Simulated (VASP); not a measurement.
OSZICAR of a VASP run on P (relaxed from the beta-Sn structure, space group I4_1/amd):

File OSZICAR:
```
       N       E                     dE             d eps       ncg     rms          rms(c)
DAV:   1     0.128561560012E+02    0.12856E+02   -0.38932E+03  1836   0.750E+02
DAV:   2    -0.103158142329E+02   -0.23172E+02   -0.22555E+02  2954   0.109E+02
DAV:   3    -0.109406206664E+02   -0.62481E+00   -0.60803E+00  2157   0.182E+01
DAV:   4    -0.109444552081E+02   -0.38345E-02   -0.38333E-02  2537   0.161E+00
DAV:   5    -0.109444699633E+02   -0.14755E-04   -0.14752E-04  2166   0.806E-02    0.604E+00
DAV:   6    -0.109310786721E+02    0.13391E-01   -0.29381E-03  2084   0.417E-01    0.354E+00
DAV:   7    -0.109232575296E+02    0.78211E-02   -0.65175E-03  2049   0.616E-01    0.102E-01
DAV:   8    -0.109232498434E+02    0.76862E-05   -0.19209E-04  2020   0.110E-01    0.147E-02
DAV:   9    -0.109232515292E+02   -0.16858E-05   -0.37977E-06  2571   0.162E-02    0.669E-03
DAV:  10    -0.109232513963E+02    0.13293E-06   -0.18287E-07  1048   0.356E-03
   1 F= -.10923251E+02 E0= -.10923034E+02  d E =-.109233E+02
       N       E                     dE             d eps       ncg     rms          rms(c)
DAV:   1    -0.110621277063E+02   -0.13888E+00   -0.43772E+00  1963   0.136E+01    0.181E+00
DAV:   2    -0.110074249189E+02    0.54703E-01   -0.14173E-01  2081   0.311E+00    0.101E+00
DAV:   3    -0.109783725591E+02    0.29052E-01   -0.69562E-02  2033   0.168E+00    0.209E-01
DAV:   4    -0.109784148037E+02   -0.42245E-04   -0.15855E-03  2098   0.344E-01    0.140E-01
DAV:   5    -0.109783948749E+02    0.19929E-04   -0.20946E-05  2490   0.437E-02    0.103E-02
DAV:   6    -0.109783957056E+02   -0.83066E-06   -0.41941E-07  1330   0.540E-03
   2 F= -.10978396E+02 E0= -.10977670E+02  d E =-.551443E-01
       N       E                     dE             d eps       ncg     rms          rms(c)
DAV:   1    -0.109790056429E+02   -0.61077E-03   -0.14697E-02  2007   0.782E-01    0.104E-01
DAV:   2    -0.109788129036E+02    0.19274E-03   -0.50569E-04  2013   0.186E-01    0.609E-02
DAV:   3    -0.109787101231E+02    0.10278E-03   -0.24555E-04  2055   0.998E-02    0.115E-02
DAV:   4    -0.109787097676E+02    0.35555E-06   -0.56167E-06  2051   0.205E-02
   3 F= -.10978710E+02 E0= -.10978180E+02  d E =-.554584E-01
       N       E                     dE             d eps       ncg     rms          rms(c)
DAV:   1    -0.109787606049E+02   -0.50482E-04   -0.16813E-03  2012   0.264E-01    0.345E-02
DAV:   2    -0.109787392700E+02    0.21335E-04   -0.57534E-05  2023   0.627E-02    0.202E-02
DAV:   3    -0.109787276598E+02    0.11610E-04   -0.27484E-05  2036   0.334E-02    0.391E-03
DAV:   4    -0.109787275076E+02    0.15218E-06   -0.60339E-07   992   0.686E-03
   4 F= -.10978728E+02 E0= -.10978262E+02  d E =-.554761E-01
       N       E                     dE             d eps       ncg     rms          rms(c)
DAV:   1    -0.109858973775E+02   -0.71697E-02   -0.22571E-01  2043   0.310E+00    0.342E-01
DAV:   2    -0.109834505748E+02    0.24468E-02   -0.81010E-03  2027   0.739E-01    0.210E-01
DAV:   3    -0.109820126162E+02    0.14380E-02   -0.37388E-03  2045   0.389E-01    0.307E-02
DAV:   4    -0.109820205625E+02   -0.79463E-05   -0.15899E-04  1962   0.105E-01    0.244E-02
DAV:   5    -0.109820181574E+02    0.24051E-05   -0.11010E-06  2038   0.953E-03    0.717E-03
DAV:   6    -0.109820173092E+02    0.84819E-06   -0.64040E-07   970   0.548E-03
   5 F= -.10982017E+02 E0= -.10981569E+02  d E =-.328980E-02
       N       E                     dE             d eps       ncg     rms          rms(c)
DAV:   1    -0.109825852826E+02   -0.56713E-03   -0.29099E-02  2015   0.111E+00    0.122E-01
DAV:   2    -0.109822727642E+02    0.31252E-03   -0.10468E-03  2027   0.266E-01    0.740E-02
DAV:   3    -0.109820887129E+02    0.18405E-03   -0.48066E-04  2057   0.140E-01    0.110E-02
DAV:   4    -0.109820893969E+02   -0.68399E-06   -0.20236E-05  1940   0.373E-02    0.881E-03
DAV:   5    -0.109820887032E+02    0.69367E-06   -0.12740E-07  1067   0.339E-03
   6 F= -.10982089E+02 E0= -.10981757E+02  d E =-.336120E-02
       N       E                     dE             d eps       ncg     rms          rms(c)
DAV:   1    -0.109822596182E+02   -0.17022E-03   -0.55805E-03  2024   0.488E-01    0.538E-02
DAV:   2    -0.109821996688E+02    0.59949E-04   -0.19921E-04  2029   0.116E-01    0.321E-02
DAV:   3    -0.109821646683E+02    0.35000E-04   -0.92043E-05  2044   0.610E-02    0.486E-03
DAV:   4    -0.109821650904E+02   -0.42205E-06   -0.38800E-06  1828   0.163E-02
   7 F= -.10982165E+02 E0= -.10981802E+02  d E =-.343758E-02
       N       E                     dE             d eps       ncg     rms          rms(c)
DAV:   1    -0.109828025935E+02   -0.63793E-03   -0.34410E-02  2022   0.120E+00    0.135E-01
DAV:   2    -0.109824584431E+02    0.34415E-03   -0.12134E-03  2014   0.289E-01    0.764E-02
DAV:   3    -0.109822559881E+02    0.20245E-03   -0.50487E-04  2145   0.145E-01    0.117E-02
DAV:   4    -0.109822577785E+02   -0.17903E-05   -0.21955E-05  1942   0.388E-02    0.853E-03
DAV:   5    -0.109822583335E+02   -0.55509E-06   -0.14904E-07  1018   0.374E-03
   8 F= -.10982258E+02 E0= -.10981862E+02  d E =-.932432E-04
       N       E                     dE             d eps       ncg     rms          rms(c)
DAV:   1    -0.109824420774E+02   -0.18430E-03   -0.57992E-03  2033   0.494E-01    0.550E-02
DAV:   2    -0.109823844894E+02    0.57588E-04   -0.20498E-04  1997   0.119E-01    0.316E-02
DAV:   3    -0.109823503484E+02    0.34141E-04   -0.84787E-05  2161   0.593E-02    0.482E-03
DAV:   4    -0.109823503907E+02   -0.42280E-07   -0.36173E-06  1829   0.157E-02
   9 F= -.10982350E+02 E0= -.10981989E+02  d E =-.185300E-03
       N       E                     dE             d eps       ncg     rms          rms(c)
DAV:   1    -0.109824468588E+02   -0.96510E-04   -0.27580E-03  2058   0.341E-01    0.511E-02
DAV:   2    -0.109824041334E+02    0.42725E-04   -0.80664E-05  2005   0.719E-02    0.291E-02
DAV:   3    -0.109823832124E+02    0.20921E-04   -0.51010E-05  1954   0.448E-02    0.607E-03
DAV:   4    -0.109823834621E+02   -0.24969E-06   -0.81711E-07  1119   0.791E-03
  10 F= -.10982383E+02 E0= -.10982008E+02  d E =-.330714E-04
```

Which electronic solver shows in the log?

It is blocked Davidson (ALGO = Normal, or the opening steps of other solvers). The INCAR had ALGO = Normal.

Can the final energy be trusted as converged?

The calculation finished and met its thresholds. It stopped with EDIFF = 1E-6, NELM = 100, NSW = 60 and EDIFFG = -0.01 after 10 ionic steps (PBEsol GGA, plane waves, VASP's PBE PAW potentials (set 64)). Energy and stress use the plane-wave basis of the starting cell.

The structure was generated: P was put into the beta-Sn type (I4_1/amd), which need not be its known phase. This run relaxes it. Symmetry was kept, so distortions that lower it aren't found.
